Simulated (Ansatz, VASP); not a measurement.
# CO2: VASP beside Ansatz, part 2 of 2

One calculation is typed for both programs; each brings its own data sets. How far apart do they land? The cell is taken from a series of runs on this material, whose earlier steps may have relaxed, scaled, displaced or heated it; both programs get it as it stands.

VASP 6.6.1 and Ansatz 0.2.0.

So far. Step 3 (VASP: single point, PBE): The run ends at a pressure of 3.89 GPa, with forces up to 0.72 eV/Å.

### Step 5. VASP: single point, LDA

Level of this step: LDA; plane waves and PAW (C, O) (VASP).

A single point gives forces, pressure and levels at one fixed geometry, so differences don't come from the geometry; what else differs is listed under the comparison.

Contents of INCAR:

```
SYSTEM = CO2
PREC = Accurate
ENCUT = 600
EDIFF = 1E-06
NELM = 120
ISMEAR = 0
SIGMA = 0.01
LREAL = .FALSE.
ALGO = Normal
GGA = PW92
NBANDS = 44
LORBIT = 11
LWAVE = .FALSE.
LCHARG = .FALSE.
ISIF = 2
LASPH = .TRUE.
GGA_COMPAT = .FALSE.
EFERMI = MIDGAP
KPAR = 2
```

Contents of POSCAR:

```
CO2
1.0
    5.4970732800      0.0000000000      0.0000000000
    0.0000000000      5.4970732800      0.0000000000
    0.0000000000      0.0000000000      5.4970732800
C O
4 8
Direct
    0.0000000000      0.0000000000      0.0000000000
    0.5000000000      0.0000000000      0.5000000000
    0.5000000000      0.5000000000      0.0000000000
    0.0000000000      0.5000000000      0.5000000000
    0.1225369800      0.1225369800      0.1225369800
    0.3774630200      0.8774630200      0.6225369800
    0.6225369800      0.3774630200      0.8774630200
    0.8774630200      0.6225369800      0.3774630200
    0.8774630200      0.8774630200      0.8774630200
    0.6225369800      0.1225369800      0.3774630200
    0.3774630200      0.6225369800      0.1225369800
    0.1225369800      0.3774630200      0.6225369800
```

Contents of KPOINTS:

```
Automatic mesh
0
Gamma
4 4 4
0 0 0
```

The projector-augmented-wave data sets are C and O (LDA family, release 64).

The run is started by

```
mpirun -np 2 vasp_std
```

Numbers of over 12 decimals in the logs are rounded to 6 here.

What it wrote:

```text
[banner, memory and clock lines left out]
running    2 mpi-ranks, on    1 nodes
[...]
|                                                                             |
|               ----> ADVICE to this user running VASP <----                  |
|                                                                             |
|     You enforced a specific xc type in the INCAR file but a different       |
|     [... a line on the potential file left out ...]
|     I HOPE YOU KNOW WHAT YOU ARE DOING!                                     |
|                                                                             |

 LDA part: xc-table for (Slater(with rela. corr.)+PW92), standard interpolation
 POSCAR, INCAR and KPOINTS ok, starting setup
[...]
entering main loop
       N       E                     dE             d eps       ncg     rms          rms(c)
DAV:   2    -0.769800726194E+02   -0.48058E+03   -0.46692E+03  1296   0.328E+02
DAV:   3    -0.106060755836E+03   -0.29081E+02   -0.28848E+02  1160   0.823E+01
DAV:   4    -0.106427841193E+03   -0.36709E+00   -0.36578E+00  1120   0.103E+01
DAV:   5    -0.106433904774E+03   -0.60636E-02   -0.60627E-02  1120   0.131E+00    0.190E+01
[...]
DAV:  11    -0.997629349701E+02   -0.66555E-04   -0.22292E-04  1136   0.805E-02    0.333E-02
DAV:  12    -0.997629488554E+02   -0.13885E-04   -0.23085E-05  1152   0.247E-02    0.576E-03
DAV:  13    -0.997629485534E+02    0.30200E-06   -0.12608E-06   652   0.746E-03
   1 F= -.99762949E+02 E0= -.99762949E+02  d E =0.000000E+00
```

Parts of OUTCAR (step 5):

```text
  Total       -1.4462888     -1.4462888     -1.4462888     -0.0000000      0.0000000     -0.0000000
  in kB      -13.9498974    -13.9498974    -13.9498974     -0.0000000      0.0000000     -0.0000000
  external PRESSURE =     -13.9498974 kB  Pullay stress =       0.0000000 kB

 POSITION                                       TOTAL-FORCE (eV/Angst)
 -----------------------------------------------------------------------------------
      0.00000      0.00000      0.00000         0.000000      0.000000      0.000000
      2.74854      0.00000      2.74854         0.000000      0.000000      0.000000
      2.74854      2.74854      0.00000         0.000000      0.000000      0.000000
      0.00000      2.74854      2.74854         0.000000      0.000000      0.000000
      0.67359      0.67359      0.67359         0.063882      0.063882      0.063882
      2.07494      4.82348      3.42213        -0.063882     -0.063882      0.063882
      3.42213      2.07494      4.82348         0.063882     -0.063882     -0.063882
      4.82348      3.42213      2.07494        -0.063882      0.063882     -0.063882
      4.82348      4.82348      4.82348        -0.063882     -0.063882     -0.063882
      3.42213      0.67359      2.07494         0.063882      0.063882     -0.063882
      2.07494      3.42213      0.67359        -0.063882      0.063882      0.063882
      0.67359      2.07494      3.42213         0.063882     -0.063882      0.063882
 -----------------------------------------------------------------------------------
    total drift:                                0.000000      0.000000      0.000000

  FREE ENERGIE OF THE ION-ELECTRON SYSTEM (eV)
  ---------------------------------------------------
  free  energy   TOTEN  =       -99.7629485534 eV

  energy  without entropy=      -99.7629485534  energy(sigma->0) =      -99.76294855

[... 2 parts as in an earlier step ...]

[... 1 further part left out ...]
[key lines of the parts left out:]
E-fermi :  -0.2451
```

The run ends at a pressure of -1.39 GPa, with forces up to 0.11 eV/Å.

### Step 6. Ansatz: single point, LDA

The same cell, functional (in two slightly different forms) and mesh now go to Ansatz, which takes its cutoff from its data sets.

The cell is taken from a series of runs on this material, whose earlier steps may have relaxed, scaled, displaced or heated it; both programs get it as it stands.

Contents of input.yaml:

```yaml
crystal:
  lattice:
    - [5.49707328, 0.0, 0.0]
    - [0.0, 5.49707328, 0.0]
    - [0.0, 0.0, 5.49707328]
  atoms:
    - { symbol: C, position: [0.0, 0.0, 0.0] }
    - { symbol: C, position: [0.5, 0.0, 0.5] }
    - { symbol: C, position: [0.5, 0.5, 0.0] }
    - { symbol: C, position: [0.0, 0.5, 0.5] }
    - { symbol: O, position: [0.12253698, 0.12253698, 0.12253698] }
    - { symbol: O, position: [0.37746302, 0.87746302, 0.62253698] }
    - { symbol: O, position: [0.62253698, 0.37746302, 0.87746302] }
    - { symbol: O, position: [0.87746302, 0.62253698, 0.37746302] }
    - { symbol: O, position: [0.87746302, 0.87746302, 0.87746302] }
    - { symbol: O, position: [0.62253698, 0.12253698, 0.37746302] }
    - { symbol: O, position: [0.37746302, 0.62253698, 0.12253698] }
    - { symbol: O, position: [0.12253698, 0.37746302, 0.62253698] }
kpoints:
  mp_grid: { grid: [4, 4, 4] }
  band_path:
    path:
      - [0.0, 0.0, 0.0]
      - [0.0, 0.5, 0.0]
      - [0.5, 0.5, 0.0]
      - [0.5, 0.5, 0.5]
      - [0.5, 0.0, 0.0]
    npoints: 1
hamiltonian:
  xc: lda
  pseudopotentials: { kind: paw, azcp: { folder: soft_1 }, xc_functional: pbe }
scf:
  occupations: { method: fixed }
  n_extra_bands: 8
output:
  eigenvalues: true
  forces: true
  stress: true
```

The run is started by

```
ansatz run input.yaml --threads 4 --pin off --max-ram 138240MiB --backend cuda --events-out ev --progress --plain --runs-dir out --devices 1 --max-vram 26GiB
```

What it wrote:

```text
[...]
GPUs: using 1 of 1 available (devices: 1).
[...]
GPU FFT provider: cuFFT
GPU libraries: cuBLAS 13.8.2, cuFFT 12.4.0, cuSOLVER 12.3.4
Crystal: 12 atoms, lattice volume = 166.110 Å³
Basis set: ecut = 420 eV, 3239 PW (Γ)
Bands: 40, of which v1, the nominal top of the filled ones, is band 32 counted from 1 (31 counted from 0)
Symmetry: 24 space group operations
[...]
k-point 0: bands = [... 28 lower, -2.2018, -2.2018, -1.9654, -1.9654, 4.6108, 5.8707, 5.8707, 5.8707, ... 4 higher]
  k-point 1: bands = [... 28 lower, -2.2382, -2.1486, -2.0878, -1.9850, 5.0257, 5.7996, 5.9660, 6.0016, ... 4 higher]
  k-point 2: bands = [... 28 lower, -2.3227, -2.3227, -2.0505, -2.0505, 5.7895, 5.7895, 6.0233, 6.0233, ... 4 higher]
  k-point 10: bands = [... 28 lower, -2.3446, -2.3446, -2.3446, -2.3446, 5.7928, 5.7928, 5.7928, 5.7928, ... 4 higher]
[key lines of the parts left out:]
SCF converged after 9 iterations
Free energy (F): -5408.191690 eV
Fermi energy:    -1.965436 eV
P = ⅓ Tr σ = -3.0688 GPa (-30.688 kbar)
```

### Step 7. Differences

What differs besides the data sets and the points named for the pairs above, as far as they apply: fixed occupations in Ansatz, narrow Gaussian smearing in VASP; VASP's log shows a relativistic correction to its local exchange, Ansatz's none. Total energies have different zeros and are not compared.

Both answers:

| quantity | Ansatz | VASP | difference |
| --- | --- | --- | --- |
| pressure (GPa) | -3.07 | -1.39 | -1.67 |
| gap on the k mesh (eV) | 6.576 | 6.558 | +0.018 |

Forces on 7 of the 12 atoms, those with the largest forces and the largest differences (eV/Å; atoms numbered as in POSCAR):

| atom | Ansatz x, y, z | VASP x, y, z |
| --- | --- | --- |
| O6 | 0.358, 0.358, -0.358 | -0.064, -0.064, 0.064 |
| O7 | -0.358, 0.358, 0.358 | 0.064, -0.064, -0.064 |
| O8 | 0.358, -0.358, 0.358 | -0.064, 0.064, -0.064 |
| O9 | 0.358, 0.358, 0.358 | -0.064, -0.064, -0.064 |
| O10 | -0.358, -0.358, 0.358 | 0.064, 0.064, -0.064 |
| O11 | 0.358, -0.358, -0.358 | -0.064, 0.064, 0.064 |
| O12 | -0.358, 0.358, -0.358 | 0.064, -0.064, 0.064 |

The forces differ by 345 meV/Å r.m.s., where the r.m.s. force is 0.293 eV/Å in Ansatz and 0.052 eV/Å in VASP: the atoms lie near their places of rest in VASP, so a percentage would say little (all taken over all components). A gap on the mesh is an upper bound, since the band edges may lie between its points.

### Step 8. VASP: single point, PBEsol

With cell and atoms fixed, the geometry can't cause a difference; cores, projectors, grids and the points listed under the comparison can.

Edit INCAR of step 5 so:

```diff
@@ -9,3 +9,3 @@
 ALGO = Normal
-GGA = PW92
+GGA = PS
 NBANDS = 44
```

POSCAR is that of step 5.

KPOINTS is that of step 5.

PAW data sets: C and O (PBE family, release 64).

The run is started by

```
mpirun -np 2 vasp_std
```

What it wrote:

```text
[banner, memory and clock lines left out]
running    2 mpi-ranks, on    1 nodes
[...]
[... a notice as in an earlier step ...]

 LDA part: xc-table for (Slater+PW92), standard interpolation
 POSCAR, INCAR and KPOINTS ok, starting setup
[...]
entering main loop
       N       E                     dE             d eps       ncg     rms          rms(c)
DAV:   1     0.415285004429E+03    0.41529E+03   -0.36544E+04   976   0.150E+03
DAV:   2    -0.711308067569E+02   -0.48642E+03   -0.47259E+03  1296   0.330E+02
DAV:   3    -0.100776538978E+03   -0.29646E+02   -0.29408E+02  1160   0.832E+01
DAV:   4    -0.101144887550E+03   -0.36835E+00   -0.36703E+00  1120   0.103E+01
[...]
DAV:  11    -0.953025576244E+02   -0.29017E-03   -0.30545E-04  1124   0.970E-02    0.355E-02
DAV:  12    -0.953026264515E+02   -0.68827E-04   -0.61643E-05  1100   0.419E-02    0.510E-03
DAV:  13    -0.953026274349E+02   -0.98345E-06   -0.27360E-06   856   0.993E-03
   1 F= -.95302627E+02 E0= -.95302627E+02  d E =0.000000E+00
```

From OUTCAR (step 8):

```text
  Total        2.4678650      2.4678650      2.4678650     -0.0000000      0.0000000     -0.0000000
  in kB       23.8033130     23.8033130     23.8033130     -0.0000000      0.0000000     -0.0000000
  external PRESSURE =      23.8033130 kB  Pullay stress =       0.0000000 kB

 POSITION                                       TOTAL-FORCE (eV/Angst)
 -----------------------------------------------------------------------------------
      0.00000      0.00000      0.00000         0.000000      0.000000     -0.000000
      2.74854      0.00000      2.74854         0.000000      0.000000     -0.000000
      2.74854      2.74854      0.00000         0.000000      0.000000     -0.000000
      0.00000      2.74854      2.74854         0.000000      0.000000     -0.000000
      0.67359      0.67359      0.67359         0.354626      0.354626      0.354626
      2.07494      4.82348      3.42213        -0.354626     -0.354626      0.354626
      3.42213      2.07494      4.82348         0.354626     -0.354626     -0.354626
      4.82348      3.42213      2.07494        -0.354626      0.354626     -0.354626
      4.82348      4.82348      4.82348        -0.354626     -0.354626     -0.354626
      3.42213      0.67359      2.07494         0.354626      0.354626     -0.354626
      2.07494      3.42213      0.67359        -0.354626      0.354626      0.354626
      0.67359      2.07494      3.42213         0.354626     -0.354626      0.354626
 -----------------------------------------------------------------------------------
    total drift:                                0.000000      0.000000      0.000000

  FREE ENERGIE OF THE ION-ELECTRON SYSTEM (eV)
  ---------------------------------------------------
  free  energy   TOTEN  =       -95.3026274349 eV

  energy  without entropy=      -95.3026274349  energy(sigma->0) =      -95.30262743

[... 2 parts as in an earlier step ...]

[... 1 further part left out ...]
[key lines of the parts left out:]
E-fermi :   0.0762
```

The run ends at a pressure of 2.38 GPa, with forces up to 0.61 eV/Å.

### Step 9. Ansatz: single point, PBEsol

The same cell, functional and mesh now go to Ansatz, which takes its cutoff from its data sets.

The cell is taken from a series of runs on this material, whose earlier steps may have relaxed, scaled, displaced or heated it; both programs get it as it stands.

Edit input.yaml of step 6 so:

```diff
@@ -29,3 +29,3 @@
 hamiltonian:
-  xc: lda
+  xc: pbesol
   pseudopotentials: { kind: paw, azcp: { folder: soft_1 }, xc_functional: pbe }
@@ -38 +38,5 @@
   stress: true
+  write_density: true
+  write_potential: true
+  elf: true
+  volumetric_format: npy
```

The run is started by

```
ansatz run input.yaml --threads 4 --pin off --max-ram 138240MiB --backend cuda --events-out ev --progress --plain --runs-dir out --devices 1 --max-vram 26GiB
```

What it wrote:

```text
[...]
GPUs: using 1 of 1 available (devices: 1).
[...]
GPU FFT provider: cuFFT
GPU libraries: cuBLAS 13.8.2, cuFFT 12.4.0, cuSOLVER 12.3.4
Crystal: 12 atoms, lattice volume = 166.110 Å³
Basis set: ecut = 420 eV, 3239 PW (Γ), exchange–correlation on 80×80×80 points (8 copies of the dense FFT grid, shifted against one another)
[...]
k-point 0: bands = [... 28 lower, -1.9238, -1.9238, -1.6948, -1.6948, 5.0940, 6.2406, 6.2406, 6.2406, ... 4 higher]
  k-point 1: bands = [... 28 lower, -1.9594, -1.8727, -1.8131, -1.7140, 5.5097, 6.1758, 6.3346, 6.3773, ... 4 higher]
  k-point 2: bands = [... 28 lower, -2.0412, -2.0412, -1.7778, -1.7778, 6.1720, 6.1720, 6.4259, 6.4259, ... 4 higher]
  k-point 10: bands = [... 28 lower, -2.0611, -2.0611, -2.0611, -2.0611, 6.1653, 6.1653, 6.1653, 6.1653, ... 4 higher]
[key lines of the parts left out:]
SCF converged after 8 iterations
Free energy (F): -5469.055093 eV
Fermi energy:    -1.694790 eV
P = ⅓ Tr σ = 0.7629 GPa (7.629 kbar)
```

### Step 10. Differences

What differs besides the data sets and the points named for the pairs above, as far as they apply: Ansatz makes its cores anew for this functional, VASP keeps those of its PBE data sets. Total energies have different zeros and are not compared.

Compared:

| quantity | Ansatz | VASP | difference |
| --- | --- | --- | --- |
| pressure (GPa) | 0.76 | 2.38 | -1.62 |
| gap on the k mesh (eV) | 6.789 | 6.766 | +0.022 |

Forces on 7 of the 12 atoms, those with the largest forces and the largest differences (eV/Å; atoms numbered as in POSCAR):

| atom | Ansatz x, y, z | VASP x, y, z |
| --- | --- | --- |
| O5 | -0.047, -0.047, -0.047 | 0.355, 0.355, 0.355 |
| O6 | 0.047, 0.047, -0.047 | -0.355, -0.355, 0.355 |
| O7 | -0.047, 0.047, 0.047 | 0.355, -0.355, -0.355 |
| O8 | 0.047, -0.047, 0.047 | -0.355, 0.355, -0.355 |
| O10 | -0.047, -0.047, 0.047 | 0.355, 0.355, -0.355 |
| O11 | 0.047, -0.047, -0.047 | -0.355, 0.355, 0.355 |
| O12 | -0.047, 0.047, -0.047 | 0.355, -0.355, 0.355 |

The forces differ by 328 meV/Å r.m.s., where the r.m.s. force is 0.038 eV/Å in Ansatz and 0.290 eV/Å in VASP: the atoms lie near their places of rest in Ansatz, so a percentage would say little (all taken over all components). A gap on the mesh is an upper bound, since the band edges may lie between its points.

### Step 11. What came out

```yaml
r_m_s_force_difference_single_point_pbe: 85 % of the r.m.s. force
difference_in_pressure_single_point_pbe: -1.4 GPa
r_m_s_force_difference_single_point_lda: 345 meV/Å
difference_in_pressure_single_point_lda: -1.7 GPa
r_m_s_force_difference_single_point_pbesol: 113 % of the r.m.s. force
difference_in_pressure_single_point_pbesol: -1.6 GPa
```

The r.m.s. force difference is 113 % of the r.m.s. force (single point, PBEsol), beyond the 3 % picked in this series as the mark of a large difference. By the marks of this series, far apart in the single point, PBE pair: the r.m.s. force difference, 85 % of the r.m.s. force and the difference in pressure, -1.4 GPa. What causes the difference of the single point, PBE pair stays open here. By the marks of this series, far apart in the single point, LDA pair: the r.m.s. force difference, 345 meV/Å and the difference in pressure, -1.7 GPa. What causes the difference of the single point, LDA pair stays open here. By the marks of this series, far apart in the single point, PBEsol pair: the r.m.s. force difference, 113 % of the r.m.s. force and the difference in pressure, -1.6 GPa. 1 further run of this series is not shown here. How closely two codes agree says nothing of how well the functional describes the real material.

[Lines on the potential files, build, host, timing and source positions are cut from VASP's logs without a mark.]

[Logs are printed without paths, hosts, clocks, repeated set-up lines and the standing remarks that a program may print on its own settings, such as how far it seeks lower states.]

[Hosts, paths, dates, database ids (printed as entryN), source tags and the programs' standing remarks are cut or masked in the printed files.]
